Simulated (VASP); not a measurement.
Computed with PBEsol GGA, VASP's PBE PAW potentials (set 64) (plane waves; VASP 6.6.1).

The input files of a VASP run:

### INCAR
```
ALGO=Normal   # blocked Davidson
LMAXMIX=4
ENCUT=520
EDIFFG=-0.01   # ionic stop
ISIF=3
LWAVE=.FALSE.
SIGMA=0.05
NELM=100
EDIFF=1E-6
PREC=Accurate
LASPH=.TRUE.   # aspherical one-centre terms
LREAL=.FALSE.   # projection in real space or not
LCHARG=.FALSE.
ISMEAR=0   # Gaussian
SYSTEM=BBi
GGA=PS
NSW=60   # most ionic steps
IBRION=2   # conjugate gradients
```

### POSCAR
```
BBi
1.0
  3.8976000000   0.0000000000   0.0000000000
 -1.9488000000   3.3754210000   0.0000000000
  0.0000000000   0.0000000000   9.9760000000
B Bi
2 2
Cartesian
 -0.0000019488   2.2502817918   2.4940000000
  1.9488019488   1.1251392082   7.4820000000
  1.9488019488   1.1251392082   2.4940000000
 -0.0000019488   2.2502817918   7.4820000000
```

**KPOINTS**
```
Automatic
0
gamma
  7 7 3
```

POTCAR, in this order: B Bi_d (PBE.64 set). Program: vasp_std.

Output

File OSZICAR:
```
...
DAV:   8    -0.174190234622E+02   -0.17641E-06   -0.71622E-06   824   0.208E-02
   3 F= -.17419023E+02 E0= -.17419023E+02  d E =-.394489E-01
       N       E                     dE             d eps       ncg     rms          rms(c)
DAV:   1    -0.174191795011E+02   -0.15622E-03   -0.46239E-03   830   0.102E+00    0.629E-02
DAV:   2    -0.174190435961E+02    0.13590E-03   -0.38410E-04   836   0.295E-01    0.283E-02
DAV:   3    -0.174190172907E+02    0.26305E-04   -0.92712E-05   962   0.139E-01    0.539E-03
DAV:   4    -0.174190173883E+02   -0.97572E-07   -0.86897E-06   780   0.194E-02
   4 F= -.17419017E+02 E0= -.17419017E+02  d E =-.394428E-01
       N       E                     dE             d eps       ncg     rms          rms(c)
DAV:   1    -0.174209417150E+02   -0.19244E-02   -0.49501E-02   806   0.259E+00    0.189E-01
DAV:   2    -0.174196075502E+02    0.13342E-02   -0.28512E-03   834   0.678E-01    0.868E-02
DAV:   3    -0.174192311814E+02    0.37637E-03   -0.12945E-03   918   0.458E-01    0.235E-02
DAV:   4    -0.174192295232E+02    0.16582E-05   -0.11570E-04   866   0.798E-02    0.619E-03
DAV:   5    -0.174192292621E+02    0.26117E-06   -0.26641E-05   864   0.388E-02    0.472E-03
DAV:   6    -0.174192295017E+02   -0.23962E-06   -0.40557E-06   642   0.249E-02
   5 F= -.17419230E+02 E0= -.17419230E+02  d E =-.212113E-03
       N       E                     dE             d eps       ncg     rms          rms(c)
DAV:   1    -0.174353836260E+02   -0.16154E-01   -0.44609E-01   800   0.777E+00    0.571E-01
DAV:   2    -0.174232982063E+02    0.12085E-01   -0.25942E-02   834   0.199E+00    0.262E-01
DAV:   3    -0.174198777042E+02    0.34205E-02   -0.11500E-02   918   0.137E+00    0.704E-02
DAV:   4    -0.174198422259E+02    0.35478E-04   -0.10934E-03   834   0.246E-01    0.179E-02
DAV:   5    -0.174198335537E+02    0.86722E-05   -0.22366E-04   938   0.104E-01    0.137E-02
DAV:   6    -0.174198370223E+02   -0.34686E-05   -0.30366E-05   846   0.604E-02    0.584E-03
DAV:   7    -0.174198389577E+02   -0.19354E-05   -0.59303E-06   630   0.174E-02    0.177E-03
DAV:   8    -0.174198390220E+02   -0.64226E-07   -0.45723E-07   436   0.689E-03
   6 F= -.17419839E+02 E0= -.17419839E+02  d E =-.821634E-03
       N       E                     dE             d eps       ncg     rms          rms(c)
DAV:   1    -0.174839261212E+02   -0.64087E-01   -0.18022E+00   800   0.155E+01    0.115E+00
DAV:   2    -0.174349124068E+02    0.49014E-01   -0.10640E-01   842   0.392E+00    0.529E-01
DAV:   3    -0.174211525225E+02    0.13760E-01   -0.46232E-02   912   0.267E+00    0.142E-01
DAV:   4    -0.174209542394E+02    0.19828E-03   -0.41358E-03   840   0.487E-01    0.368E-02
DAV:   5    -0.174209066654E+02    0.47574E-04   -0.81972E-04   932   0.198E-01    0.257E-02
DAV:   6    -0.174209267628E+02   -0.20097E-04   -0.10569E-04   856   0.102E-01    0.128E-02
DAV:   7    -0.174209325553E+02   -0.57925E-05   -0.24094E-05   756   0.357E-02    0.370E-03
DAV:   8    -0.174209330039E+02   -0.44859E-06   -0.22573E-06   706   0.120E-02
   7 F= -.17420933E+02 E0= -.17420933E+02  d E =-.191562E-02
       N       E                     dE             d eps       ncg     rms          rms(c)
DAV:   1    -0.176806422209E+02   -0.25971E+00   -0.73374E+00   800   0.309E+01    0.234E+00
DAV:   2    -0.174791110834E+02    0.20153E+00   -0.44563E-01   850   0.785E+00    0.107E+00
DAV:   3    -0.174235718273E+02    0.55539E-01   -0.18848E-01   912   0.526E+00    0.289E-01
DAV:   4    -0.174226456066E+02    0.92622E-03   -0.16367E-02   878   0.971E-01    0.769E-02
DAV:   5    -0.174224112169E+02    0.23439E-03   -0.30698E-03   910   0.392E-01    0.490E-02
DAV:   6    -0.174225100180E+02   -0.98801E-04   -0.47786E-04   886   0.175E-01    0.289E-02
DAV:   7    -0.174225168619E+02   -0.68439E-05   -0.10645E-04   900   0.689E-02    0.798E-03
DAV:   8    -0.174225200498E+02   -0.31879E-05   -0.10825E-05   842   0.298E-02    0.375E-03
DAV:   9    -0.174225238421E+02   -0.37922E-05   -0.73636E-06   724   0.247E-02    0.212E-03
DAV:  10    -0.174225238161E+02    0.25940E-07   -0.45090E-07   520   0.890E-03
   8 F= -.17422524E+02 E0= -.17422524E+02  d E =-.350643E-02
       N       E                     dE             d eps       ncg     rms          rms(c)
DAV:   1    -0.185044144509E+02   -0.10819E+01   -0.30395E+01   800   0.614E+01    0.484E+00
DAV:   2    -0.176526630963E+02    0.85175E+00   -0.19335E+00   850   0.161E+01    0.222E+00
DAV:   3    -0.174258869739E+02    0.22678E+00   -0.81157E-01   912   0.106E+01    0.625E-01
DAV:   4    -0.174229694418E+02    0.29175E-02   -0.89275E-02   862   0.196E+00    0.213E-01
DAV:   5    -0.174209025297E+02    0.20669E-02   -0.11504E-02   892   0.708E-01    0.958E-02
DAV:   6    -0.174211579488E+02   -0.25542E-03   -0.65896E-03  1034   0.384E-01    0.765E-02
DAV:   7    -0.174210563838E+02    0.10156E-03   -0.69396E-04   920   0.177E-01    0.326E-02
DAV:   8    -0.174210590553E+02   -0.26714E-05   -0.14912E-04   916   0.877E-02    0.686E-03
DAV:   9    -0.174210700375E+02   -0.10982E-04   -0.33794E-05   820   0.515E-02    0.414E-03
DAV:  10    -0.174210701187E+02   -0.81255E-07   -0.30371E-06   654   0.179E-02
   9 F= -.17421070E+02 E0= -.17421070E+02  d E =-.205273E-02
       N       E                     dE             d eps       ncg     rms          rms(c)
DAV:   1    -0.180086718275E+02   -0.58760E+00   -0.17235E+01   812   0.504E+01    0.349E+00
DAV:   2    -0.175582423817E+02    0.45043E+00   -0.97357E-01   834   0.121E+01    0.159E+00
DAV:   3    -0.174266240423E+02    0.13162E+00   -0.41258E-01   906   0.797E+00    0.410E-01
DAV:   4    -0.174232379614E+02    0.33861E-02   -0.28767E-02   844   0.124E+00    0.126E-01
DAV:   5    -0.174226797263E+02    0.55824E-03   -0.36189E-03   964   0.450E-01    0.516E-02
DAV:   6    -0.174228078896E+02   -0.12816E-03   -0.52843E-04   862   0.269E-01    0.210E-02
DAV:   7    -0.174228519443E+02   -0.44055E-04   -0.23703E-04   780   0.101E-01    0.849E-03
DAV:   8    -0.174228556802E+02   -0.37358E-05   -0.11628E-05   948   0.209E-02    0.533E-03
DAV:   9    -0.174228568615E+02   -0.11814E-05   -0.77603E-06   688   0.275E-02    0.105E-03
DAV:  10    -0.174228570041E+02   -0.14259E-06   -0.45219E-07   466   0.686E-03
  10 F= -.17422857E+02 E0= -.17422857E+02  d E =-.383962E-02
       N       E                     dE             d eps       ncg     rms          rms(c)
DAV:   1    -0.174358973059E+02   -0.13040E-01   -0.40622E-01   818   0.841E+00    0.550E-01
DAV:   2    -0.174244389841E+02    0.11458E-01   -0.39183E-02   922   0.252E+00    0.278E-01
DAV:   3    -0.174216673566E+02    0.27716E-02   -0.55203E-03   930   0.103E+00    0.890E-02
DAV:   4    -0.174213622884E+02    0.30507E-03   -0.13398E-03   872   0.295E-01    0.240E-02
DAV:   5    -0.174213706063E+02   -0.83180E-05   -0.30983E-04   840   0.131E-01    0.156E-02
DAV:   6    -0.174213647795E+02    0.58268E-05   -0.76940E-05   948   0.838E-02    0.444E-03
DAV:   7    -0.174213650676E+02   -0.28808E-06   -0.38524E-06   654   0.176E-02
  11 F= -.17421365E+02 E0= -.17421365E+02  d E =0.149194E-02
       N       E                     dE             d eps       ncg     rms          rms(c)
DAV:   1    -0.174351652041E+02   -0.13800E-01   -0.34131E-01   812   0.761E+00    0.507E-01
DAV:   2    -0.174254339903E+02    0.97312E-02   -0.33529E-02   938   0.233E+00    0.257E-01
DAV:   3    -0.174231071091E+02    0.23269E-02   -0.45504E-03   898   0.902E-01    0.825E-02
DAV:   4    -0.174228572128E+02    0.24990E-03   -0.10827E-03   916   0.268E-01    0.228E-02
DAV:   5    -0.174228689648E+02   -0.11752E-04   -0.22676E-04   934   0.104E-01    0.127E-02
DAV:   6    -0.174228682457E+02    0.71913E-06   -0.53409E-05   940   0.671E-02    0.410E-03
DAV:   7    -0.174228688239E+02   -0.57819E-06   -0.33623E-06   642   0.168E-02
  12 F= -.17422869E+02 E0= -.17422869E+02  d E =-.118197E-04
```

File OUTCAR:
```
------------------------ aborting loop because EDIFF is reached ----------------------------------------
  FORCE on cell =-STRESS in cart. coord.  units (eV):
  Direction    XX          YY          ZZ          XY          YZ          ZX
  --------------------------------------------------------------------------------------
  Total        0.0032628      0.0032628     -0.0059754      0.0000000      0.0000000      0.0000000
  in kB        0.0430346      0.0430346     -0.0788134      0.0000000      0.0000000      0.0000000
  external PRESSURE =       0.0024186 kB  Pullay stress =       0.0000000 kB
  volume of cell :      121.47
      direct lattice vectors                 reciprocal lattice vectors
     3.838365669 -0.000000000  0.000000000     0.260527549  0.150415634 -0.000000000
    -1.919182835  3.324122547  0.000000000     0.000000000  0.300831268 -0.000000000
     0.000000000  0.000000000  9.520390611    -0.000000000 -0.000000000  0.105037707
 POSITION                                       TOTAL-FORCE (eV/Angst)
 -----------------------------------------------------------------------------------
     -0.00000      2.21608      2.38010        -0.000000      0.000000      0.000000
      1.91918      1.10804      7.14029         0.000000     -0.000000     -0.000000
      1.91918      1.10804      2.38010         0.000000     -0.000000     -0.000000
     -0.00000      2.21608      7.14029         0.000000      0.000000      0.000000
 -----------------------------------------------------------------------------------
    total drift:                               -0.000400      0.000378      0.000010
  FREE ENERGIE OF THE ION-ELECTRON SYSTEM (eV)
  ---------------------------------------------------
  free  energy   TOTEN  =       -17.4228688239 eV

  energy  without entropy=      -17.4228688239  energy(sigma->0) =      -17.42286882

 reached required accuracy - stopping structural energy minimisation
```
(Selected blocks of OUTCAR.)

**CONTCAR**
```
BBi
   1.00000000000000
     3.8383656691816892   -0.0000000000000000    0.0000000000000000
    -1.9191828345908446    3.3241225470511977    0.0000000000000000
     0.0000000000000000    0.0000000000000000    9.5203906105915337
  B               Bi
     2     2
Direct
     0.3333330000000032    0.6666669999999968    0.2500000000000000
     0.6666669999999968    0.3333330000000032    0.7500000000000000
     0.6666669999999968    0.3333330000000032    0.2500000000000000
     0.3333330000000032    0.6666669999999968    0.7500000000000000
```

Energy and stress use the plane-wave basis of the starting cell. Without a dispersion term in the relaxation, distances and binding between the weakly bound layers, chains or molecules are unreliable, and so is what depends on them.

The structure was generated: BBi was put into the layered h-BN type type (P6_3/mmc), which need not be its known phase. This run relaxes it. Symmetry was kept, so distortions that lower it aren't found.
